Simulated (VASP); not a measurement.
Output of a VASP run:

### OSZICAR
```
...
DAV:  18    -0.819550268209E+02   -0.10154E-03   -0.19987E-05  1078   0.252E-02    0.349E-03
DAV:  19    -0.819551034133E+02   -0.76592E-04   -0.64004E-06   876   0.195E-02    0.166E-03
DAV:  20    -0.819551277765E+02   -0.24363E-04   -0.95751E-06   864   0.246E-02    0.129E-03
DAV:  21    -0.819551540275E+02   -0.26251E-04   -0.41258E-06   888   0.107E-02    0.607E-04
DAV:  22    -0.819551868250E+02   -0.32797E-04   -0.72624E-06   894   0.177E-02    0.695E-04
DAV:  23    -0.819552131358E+02   -0.26311E-04   -0.23247E-06   798   0.117E-02    0.472E-04
DAV:  24    -0.819552210172E+02   -0.78814E-05   -0.22229E-06   814   0.119E-02
   8 F= -.81955221E+02 E0= -.81954075E+02  d E =-.218016E-01
       N       E                     dE             d eps       ncg     rms          rms(c)
DAV:   1    -0.817953732834E+02    0.15984E+00   -0.19104E+01  1710   0.600E+01    0.112E+00
DAV:   2    -0.823633403124E+02   -0.56797E+00   -0.27757E+00  1776   0.122E+01    0.553E+00
DAV:   3    -0.820279233731E+02    0.33542E+00   -0.13730E+00  1810   0.976E+00    0.617E-01
DAV:   4    -0.820045228118E+02    0.23401E-01   -0.63877E-02  1552   0.173E+00    0.544E-01
DAV:   5    -0.819906042092E+02    0.13919E-01   -0.16788E-02  1866   0.104E+00    0.372E-01
DAV:   6    -0.819787719928E+02    0.11832E-01   -0.27242E-02  1770   0.118E+00    0.437E-01
DAV:   7    -0.819678811400E+02    0.10891E-01   -0.15834E-02  1532   0.721E-01    0.142E-01
DAV:   8    -0.819642388329E+02    0.36423E-02   -0.26467E-03  1460   0.278E-01    0.859E-02
DAV:   9    -0.819635320326E+02    0.70680E-03   -0.41382E-04  1594   0.106E-01    0.648E-02
DAV:  10    -0.819616839945E+02    0.18480E-02   -0.27183E-03  1380   0.238E-01    0.323E-02
DAV:  11    -0.819616381139E+02    0.45881E-04   -0.34152E-04  1422   0.142E-01    0.252E-02
DAV:  12    -0.819611461098E+02    0.49200E-03   -0.72676E-04  1410   0.154E-01    0.152E-02
DAV:  13    -0.819613273181E+02   -0.18121E-03   -0.16722E-04  1340   0.888E-02    0.619E-03
DAV:  14    -0.819612185620E+02    0.10876E-03   -0.63163E-05  1084   0.559E-02    0.675E-03
DAV:  15    -0.819610847373E+02    0.13382E-03   -0.14011E-04  1108   0.767E-02    0.479E-03
DAV:  16    -0.819611408373E+02   -0.56100E-04   -0.12129E-04  1020   0.609E-02    0.370E-03
DAV:  17    -0.819611062170E+02    0.34620E-04   -0.53176E-05  1020   0.505E-02    0.232E-03
DAV:  18    -0.819611198093E+02   -0.13592E-04   -0.40970E-05  1050   0.388E-02    0.159E-03
DAV:  19    -0.819611197192E+02    0.90056E-07   -0.40303E-05  1022   0.338E-02
   9 F= -.81961120E+02 E0= -.81959827E+02  d E =-.277003E-01
       N       E                     dE             d eps       ncg     rms          rms(c)
DAV:   1    -0.819499964478E+02    0.11123E-01   -0.13611E+00  1710   0.160E+01    0.309E-01
DAV:   2    -0.820029369136E+02   -0.52940E-01   -0.20844E-01  1792   0.342E+00    0.170E+00
DAV:   3    -0.819700138524E+02    0.32923E-01   -0.10679E-01  1780   0.274E+00    0.173E-01
DAV:   4    -0.819679198421E+02    0.20940E-02   -0.54513E-03  1482   0.451E-01    0.134E-01
DAV:   5    -0.819633487172E+02    0.45711E-02   -0.14933E-03  1520   0.280E-01    0.805E-02
DAV:   6    -0.819617505949E+02    0.15981E-02   -0.25174E-03  1660   0.350E-01    0.127E-01
DAV:   7    -0.819612112471E+02    0.53935E-03   -0.18674E-03  1554   0.277E-01    0.310E-02
DAV:   8    -0.819612138039E+02   -0.25568E-05   -0.15315E-04  1310   0.686E-02    0.305E-02
DAV:   9    -0.819612208796E+02   -0.70757E-05   -0.52432E-05  1056   0.453E-02
  10 F= -.81961221E+02 E0= -.81959828E+02  d E =-.278014E-01
```

OUTCAR:
```
------------------------ aborting loop because EDIFF is reached ----------------------------------------
  FORCE on cell =-STRESS in cart. coord.  units (eV):
  Direction    XX          YY          ZZ          XY          YZ          ZX
  --------------------------------------------------------------------------------------
  Total       -2.4818305     -2.4818305     -0.7234033      0.0000000      0.0000000      0.0000000
  in kB      -18.8425992    -18.8425992     -5.4922359      0.0000000      0.0000000      0.0000000
  external PRESSURE =     -14.3924781 kB  Pullay stress =       0.0000000 kB
  volume of cell :      211.03
      direct lattice vectors                 reciprocal lattice vectors
     2.982972443  0.000000000  0.000000000     0.335236084  0.000000000  0.000000000
     0.000000000  2.982972443  0.000000000     0.000000000  0.335236084  0.000000000
     0.000000000  0.000000000 23.716107644     0.000000000  0.000000000  0.042165435
 POSITION                                       TOTAL-FORCE (eV/Angst)
 -----------------------------------------------------------------------------------
      1.49149      0.00000      8.28730        -0.000000      0.000000      0.017023
      0.00000      1.49149      9.59443         0.000000      0.000000      0.000974
      1.49149      0.00000     11.08815         0.000000     -0.000000     -0.023794
      0.00000      1.49149     12.62796         0.000000      0.000000      0.023794
      1.49149      0.00000     14.12168         0.000000      0.000000     -0.000974
      0.00000      1.49149     15.42881         0.000000     -0.000000     -0.017023
 -----------------------------------------------------------------------------------
    total drift:                                0.000000      0.000000     -0.000000
  FREE ENERGIE OF THE ION-ELECTRON SYSTEM (eV)
  ---------------------------------------------------
  free  energy   TOTEN  =       -81.9612208796 eV

  energy  without entropy=      -81.9570424650  energy(sigma->0) =      -81.95982807

 reached required accuracy - stopping structural energy minimisation
```
(Selected blocks of OUTCAR.)

### POSCAR
```
V(100) slab
1
    2.9829724434     0.0000000000    -0.0000000000
    0.0000000000     2.9829724434     0.0000000000
    0.0000000000     0.0000000000    23.7161076441
V
6
Direct
  0.5000000000   0.0000000000   0.3427770000
  0.0000000000   0.5000000000   0.4056660000
  0.5000000000   0.0000000000   0.4685550000
  0.0000000000   0.5000000000   0.5314450000
  0.5000000000   0.0000000000   0.5943340000
  0.0000000000   0.5000000000   0.6572230000
```

### Question
Write an INCAR and KPOINTS that could have produced this output.

### Answer
This is not unique; one that fits is the input of the run itself, r2SCAN meta-GGA, plane waves, VASP's PBE PAW potentials (set 64).

**INCAR**
```
# general
SYSTEM  = V(100) slab
PREC    = Normal
ENCUT   = 400
LREAL   = .False.
LASPH   = .True.

# electronic loop
EDIFF   = 1E-5
NELM    = 100
NELMIN  = 4
ALGO    = Normal
LMAXMIX = 4
LMIXTAU = .True.

# smearing
ISMEAR  = 1
SIGMA   = 0.1

# functional
METAGGA = R2SCAN

# ions
IBRION  = 2
NSW     = 50
ISIF    = 2
EDIFFG  = -0.03

# output
LWAVE   = .True.
LCHARG  = .False.

# other
LDIPOL  = .True.
IDIPOL  = 3
DIPOL   = 0.5 0.5 0.5
```

### KPOINTS
```
Automatic mesh
0
Gamma
9 9 1
0 0 0
```

POTCAR, in this order: V_sv (PBE.64 set). Program: vasp_std.

The cell is a thin slab with vacuum, built from V (bcc): (100) face. The run is not spin-polarised, so no magnetic state was tried.
